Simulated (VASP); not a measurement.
```
BN
1.0
    0.00000     1.80659     1.80659
    1.80659     0.00000     1.80659
    1.80659     1.80659     0.00000
B N
1 1
Direct
  0.00000   0.00000   0.00000
  0.75000   0.75000   0.75000
```

All values below come from r2SCAN meta-GGA, VASP's PBE PAW potentials (set 64) (plane waves; VASP 6.6.1). Settings: 520 eV cut-off, 14×14×14 Γ-centred mesh, tetrahedra with Blöchl corrections, potentials B N.

Task: Tabulate the total density of states (states/eV per cell) against energy (eV; zero at the valence-band maximum or, without a gap, the Fermi level).

Result: 
(E (eV), DOS (states/eV)): (-9.95, 0.27); (-9.71, 0.31); (-9.47, 0.37); (-9.23, 0.47); (-8.99, 0.69); (-8.75, 1.20); (-8.51, 0.90); (-8.27, 0.54); (-8.15, 0.39); (-7.91, 0.29); (-7.67, 0.30); (-7.43, 0.44); (-7.19, 0.50); (-6.95, 0.53); (-6.71, 0.51); (-6.47, 0.52); (-6.23, 0.58); (-5.99, 0.59); (-5.75, 0.62); (-5.51, 0.66); (-5.27, 0.77); (-5.03, 0.91); (-4.79, 0.86); (-4.55, 0.87); (-4.43, 0.86); (-4.19, 0.84); (-3.95, 0.83); (-3.71, 0.83); (-3.47, 0.82); (-3.23, 0.81); (-2.99, 0.81); (-2.75, 0.78); (-2.51, 0.79); (-2.27, 0.79); (-2.03, 0.69); (-1.79, 0.52); (-1.55, 0.43); (-1.31, 0.36); (-1.07, 0.30); (-0.83, 0.26); (-0.71, 0.23); (-0.47, 0.18); (-0.23, 0.10); (0.01, 0.00); (0.25, 0.00); (0.49, 0.00); (0.73, 0.00); (0.97, 0.00); (1.21, 0.00); (1.45, 0.00); (1.69, 0.00); (1.93, 0.00); (2.17, 0.00); (2.41, 0.00); (2.65, 0.00); (2.89, 0.00); (3.01, 0.00); (3.25, 0.00); (3.49, 0.00); (3.73, 0.00); (3.97, 0.00); (4.21, 0.00); (4.45, 0.00); (4.69, 0.00); (4.93, 0.00); (5.17, 0.01); (5.41, 0.04); (5.65, 0.06); (5.89, 0.08); (6.13, 0.09); (6.37, 0.11); (6.61, 0.13); (6.73, 0.14); (6.97, 0.16); (7.21, 0.18); (7.45, 0.21); (7.69, 0.23); (7.93, 0.26); (8.17, 0.29); (8.41, 0.33)
Within 2 eV below the valence-band maximum the largest weight inside VASP's projection spheres is N p, then B p.

The structure comes from a computed database's BN entry (F-43m); how it stands against other phases isn't given here. It was relaxed first.
